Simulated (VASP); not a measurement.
Method: LDA (Ceperley-Alder, Perdew-Zunger), VASP's LDA PAW potentials (set 64) (plane waves; VASP).

VASP ran on this input.

**INCAR**
```
SYSTEM = Pt
PREC = Accurate
ENCUT = 400
EDIFF = 1E-6
NELM = 100
ALGO = Normal
LREAL = .FALSE.
LASPH = .TRUE.
ISMEAR = 1
SIGMA = 0.1
LMAXMIX = 6
LWAVE = .FALSE.
LCHARG = .FALSE.
IBRION = 2
ISIF = 3
NSW = 60
EDIFFG = -0.01
```

File POSCAR:
```
Pt
1.0
  2.7606700000   0.0000000000   0.0000000000
 -1.3803350000   2.3908100000   0.0000000000
  0.0000000000   0.0000000000   4.7921300000
Pt
2
Cart
  1.3803363803   0.7969358697   3.5940975000
 -0.0000013803   1.5938741303   1.1980325000
```

### KPOINTS
```
Automatic mesh
0
Gamma
14 14 7
0 0 0
```

POTCAR, in this order: Pt (LDA.64 set). Program: vasp_std.

What VASP printed:

**OSZICAR**
```
       N       E                     dE             d eps       ncg     rms          rms(c)
DAV:   1     0.817128715425E+02    0.81713E+02   -0.91181E+03  2704   0.111E+03
DAV:   2    -0.142134334899E+02   -0.95926E+02   -0.92062E+02  3084   0.241E+02
DAV:   3    -0.156761571265E+02   -0.14627E+01   -0.14480E+01  3192   0.313E+01
DAV:   4    -0.156832190152E+02   -0.70619E-02   -0.70612E-02  3186   0.228E+00
DAV:   5    -0.156832882019E+02   -0.69187E-04   -0.69186E-04  3204   0.233E-01    0.164E+01
DAV:   6    -0.148766406026E+02    0.80665E+00   -0.16696E+00  2820   0.122E+01    0.841E+00
DAV:   7    -0.148004578659E+02    0.76183E-01   -0.22808E-01  3222   0.439E+00    0.305E+00
DAV:   8    -0.147922764931E+02    0.81814E-02   -0.21420E-02  2844   0.139E+00    0.728E-01
DAV:   9    -0.147918969617E+02    0.37953E-03   -0.45379E-04  3036   0.216E-01    0.128E-01
DAV:  10    -0.147918874900E+02    0.94718E-05   -0.12830E-05  3096   0.325E-02    0.152E-02
DAV:  11    -0.147918878970E+02   -0.40708E-06   -0.76936E-07  1884   0.815E-03
   1 F= -.14791888E+02 E0= -.14791833E+02  d E =-.147919E+02
       N       E                     dE             d eps       ncg     rms          rms(c)
DAV:   1    -0.219368259342E+02   -0.71449E+01   -0.18072E+02  2712   0.140E+02    0.356E+01
DAV:   2    -0.147045043485E+02    0.72323E+01   -0.13051E+01  2742   0.347E+01    0.706E+00
DAV:   3    -0.138832739898E+02    0.82123E+00   -0.20960E+00  2976   0.142E+01    0.224E+00
DAV:   4    -0.138888061078E+02   -0.55321E-02   -0.41518E-02  3150   0.165E+00    0.127E+00
DAV:   5    -0.139003697625E+02   -0.11564E-01   -0.14993E-02  2994   0.858E-01    0.806E-02
DAV:   6    -0.139008512106E+02   -0.48145E-03   -0.54167E-04  3324   0.179E-01    0.304E-02
DAV:   7    -0.139009189395E+02   -0.67729E-04   -0.13794E-05  3216   0.306E-02    0.954E-03
DAV:   8    -0.139009278480E+02   -0.89085E-05   -0.32572E-06  3222   0.122E-02    0.281E-03
DAV:   9    -0.139009278748E+02   -0.26770E-07   -0.74458E-08  1548   0.252E-03
   2 F= -.13900928E+02 E0= -.13900997E+02  d E =0.890960E+00
       N       E                     dE             d eps       ncg     rms          rms(c)
DAV:   1    -0.197044577983E+02   -0.58035E+01   -0.10472E+02  2712   0.107E+02    0.138E+01
DAV:   2    -0.151182770870E+02    0.45862E+01   -0.98945E+00  2712   0.315E+01    0.115E+01
DAV:   3    -0.148878484359E+02    0.23043E+00   -0.52833E-01  2934   0.702E+00    0.731E+00
DAV:   4    -0.148833348857E+02    0.45136E-02   -0.35696E-02  2964   0.141E+00    0.187E+00
DAV:   5    -0.148857387722E+02   -0.24039E-02   -0.23608E-03  3162   0.314E-01    0.238E-01
DAV:   6    -0.148860023727E+02   -0.26360E-03   -0.63575E-05  3156   0.594E-02    0.478E-02
DAV:   7    -0.148860193592E+02   -0.16987E-04   -0.51342E-06  3192   0.153E-02    0.216E-03
DAV:   8    -0.148860194002E+02   -0.40998E-07   -0.99513E-08  1680   0.296E-03
   3 F= -.14886019E+02 E0= -.14886051E+02  d E =-.941315E-01
       N       E                     dE             d eps       ncg     rms          rms(c)
DAV:   1    -0.148878491871E+02   -0.18298E-02   -0.29837E-02  2706   0.179E+00    0.272E-01
DAV:   2    -0.148864868068E+02    0.13624E-02   -0.28286E-03  2706   0.527E-01    0.107E-01
DAV:   3    -0.148864111329E+02    0.75674E-04   -0.25819E-04  2964   0.152E-01    0.564E-02
DAV:   4    -0.148864154149E+02   -0.42820E-05   -0.15685E-05  2934   0.291E-02    0.310E-03
DAV:   5    -0.148864154111E+02    0.37969E-08   -0.65837E-07  1698   0.800E-03
   4 F= -.14886415E+02 E0= -.14886451E+02  d E =-.945275E-01
       N       E                     dE             d eps       ncg     rms          rms(c)
DAV:   1    -0.148866864626E+02   -0.27105E-03   -0.50883E-03  2706   0.741E-01    0.112E-01
DAV:   2    -0.148864549385E+02    0.23152E-03   -0.47932E-04  2706   0.217E-01    0.445E-02
DAV:   3    -0.148864419914E+02    0.12947E-04   -0.43973E-05  2970   0.629E-02    0.233E-02
DAV:   4    -0.148864427085E+02   -0.71709E-06   -0.26123E-06  2906   0.119E-02
   5 F= -.14886443E+02 E0= -.14886480E+02  d E =-.945548E-01
       N       E                     dE             d eps       ncg     rms          rms(c)
DAV:   1    -0.148961101965E+02   -0.96682E-02   -0.44855E-01  2868   0.552E+00    0.472E-01
DAV:   2    -0.148893560518E+02    0.67541E-02   -0.57286E-03  2988   0.704E-01    0.197E-01
DAV:   3    -0.148877145661E+02    0.16415E-02   -0.28474E-03  3078   0.442E-01    0.787E-02
DAV:   4    -0.148876844143E+02    0.30152E-04   -0.11459E-04  3006   0.994E-02    0.156E-02
DAV:   5    -0.148876810501E+02    0.33642E-05   -0.69589E-06  3156   0.220E-02    0.583E-03
DAV:   6    -0.148876810432E+02    0.69149E-08   -0.33008E-07  1392   0.542E-03
   6 F= -.14887681E+02 E0= -.14887624E+02  d E =-.123833E-02
       N       E                     dE             d eps       ncg     rms          rms(c)
DAV:   1    -0.148877553876E+02   -0.74338E-04   -0.34302E-03  2856   0.483E-01    0.410E-02
DAV:   2    -0.148877041827E+02    0.51205E-04   -0.43771E-05  2994   0.617E-02    0.173E-02
DAV:   3    -0.148876919922E+02    0.12191E-04   -0.20579E-05  3066   0.375E-02    0.708E-03
DAV:   4    -0.148876917354E+02    0.25681E-06   -0.80180E-07  1404   0.835E-03
   7 F= -.14887692E+02 E0= -.14887654E+02  d E =-.124903E-02
       N       E                     dE             d eps       ncg     rms          rms(c)
DAV:   1    -0.148876939476E+02   -0.19554E-05   -0.14669E-04  2880   0.997E-02    0.845E-03
DAV:   2    -0.148876917055E+02    0.22421E-05   -0.18119E-06  2166   0.127E-02    0.362E-03
DAV:   3    -0.148876911794E+02    0.52613E-06   -0.93470E-07  1398   0.823E-03
   8 F= -.14887691E+02 E0= -.14887657E+02  d E =-.124847E-02
       N       E                     dE             d eps       ncg     rms          rms(c)
DAV:   1    -0.148878688655E+02   -0.17716E-03   -0.39702E-03  2712   0.654E-01    0.984E-02
DAV:   2    -0.148876889794E+02    0.17989E-03   -0.37324E-04  2706   0.192E-01    0.397E-02
DAV:   3    -0.148876788191E+02    0.10160E-04   -0.34078E-05  2940   0.554E-02    0.208E-02
DAV:   4    -0.148876792928E+02   -0.47370E-06   -0.19524E-06  2642   0.104E-02
   9 F= -.14887679E+02 E0= -.14887642E+02  d E =0.118866E-04
       N       E                     dE             d eps       ncg     rms          rms(c)
DAV:   1    -0.148877826731E+02   -0.10385E-03   -0.18588E-03  2700   0.447E-01    0.672E-02
DAV:   2    -0.148876987898E+02    0.83883E-04   -0.17345E-04  2700   0.131E-01    0.268E-02
DAV:   3    -0.148876939736E+02    0.48162E-05   -0.15952E-05  2886   0.379E-02    0.140E-02
DAV:   4    -0.148876941917E+02   -0.21809E-06   -0.87484E-07  1848   0.714E-03
  10 F= -.14887694E+02 E0= -.14887659E+02  d E =-.301229E-05
```

**OUTCAR**
```
------------------------ aborting loop because EDIFF is reached ----------------------------------------
  FORCE on cell =-STRESS in cart. coord.  units (eV):
  Direction    XX          YY          ZZ          XY          YZ          ZX
  --------------------------------------------------------------------------------------
  Total       -0.0007185     -0.0007185     -0.0103310      0.0000000      0.0000000      0.0000000
  in kB       -0.0386703     -0.0386702     -0.5560189      0.0000000      0.0000000      0.0000000
  external PRESSURE =      -0.2111198 kB  Pullay stress =       0.0000000 kB
  volume of cell :       29.77
      direct lattice vectors                 reciprocal lattice vectors
     2.712598088  0.000000000  0.000000000     0.368650264  0.212840359  0.000000000
    -1.356299044  2.349178521  0.000000000    -0.000000000  0.425680718  0.000000000
     0.000000000 -0.000000000  4.671536970     0.000000000 -0.000000000  0.214062311
 POSITION                                       TOTAL-FORCE (eV/Angst)
 -----------------------------------------------------------------------------------
      1.35630      0.78306      3.50365        -0.000000     -0.000000      0.000000
     -0.00000      1.56612      1.16788         0.000000      0.000000      0.000000
 -----------------------------------------------------------------------------------
    total drift:                               -0.000093      0.000054     -0.000028
  FREE ENERGIE OF THE ION-ELECTRON SYSTEM (eV)
  ---------------------------------------------------
  free  energy   TOTEN  =       -14.8876941917 eV

  energy  without entropy=      -14.8875891505  energy(sigma->0) =      -14.88765918

 reached required accuracy - stopping structural energy minimisation
```
(Selected blocks of OUTCAR.)

File CONTCAR:
```
Pt
   1.00000000000000
     2.7125980878110174    0.0000000000000000    0.0000000000000000
    -1.3562990439055087    2.3491785213141219    0.0000000000000000
     0.0000000000000000   -0.0000000000000000    4.6715369703125695
  Pt
     2
Direct
     0.6666669999999968    0.3333330000000032    0.7500000000000000
     0.3333330000000032    0.6666669999999968    0.2500000000000000
```

OUTCAR:
```
 val. band max:       11.3486274399   @ k =   0.4286   0.0714   0.2857

 cond. band min:      11.3550330239   @ k =   0.3571  -0.0000   0.1429


 Fermi energy:        11.3525973637

 k-point     1 :       0.0000    0.0000    0.0000
  band No.  band energies     occupation
      1       1.0000      2.00000
      2       3.7088      2.00000
      3       7.0585      2.00000
      4       7.5900      2.00000
      5       7.5900      2.00000
      6       8.0095      2.00000
      7       8.0095      2.00000
      8       9.3271      2.00000
      9       9.3271      2.00000
     10      10.4343      2.00000
     11      11.1313      2.00757
     12      11.1313      2.00757
     13      16.5288      0.00000
     14      26.3288      0.00000

 k-point     2 :       0.0714   -0.0000    0.0000
  band No.  band energies     occupation
      1       1.1948      2.00000
      2       3.8881      2.00000
      3       7.0253      2.00000
      4       7.5931      2.00000
      5       7.7434      2.00000
      6       7.9116      2.00000
      7       8.1555      2.00000
      8       9.0600      2.00000
      9       9.2253      2.00000
     10       9.5389      2.00000
     11      11.1732      2.02930
     12      12.3239     -0.00000
     13      16.5047      0.00000
     14      26.6352      0.00000

 k-point     3 :       0.1429   -0.0000    0.0000
  band No.  band energies     occupation
      1       1.7532      2.00000
      2       4.3668      2.00000
      3       6.8357      2.00000
      4       7.5489      2.00000
      5       7.9073      2.00000
      6       8.0442      2.00000
      7       8.1918      2.00000
      8       8.5804      2.00000
      9       8.9694      2.00000
     10       9.0784      2.00000
     11      11.2624      2.02345
     12      13.9173      0.00000
     13      16.4387      0.00000
     14      27.0216      0.00000

 k-point     4 :       0.2143   -0.0000    0.0000
  band No.  band energies     occupation
...
```

Energy and stress use the plane-wave basis of the starting cell. Unless said otherwise, spin-orbit coupling is left out, though it shifts the bands of the heavy elements here.

The structure comes from a computed database's Pt entry (P6_3/mmc); how it stands against other phases isn't given here. This run relaxes it. Symmetry was kept, so distortions that lower it aren't found.
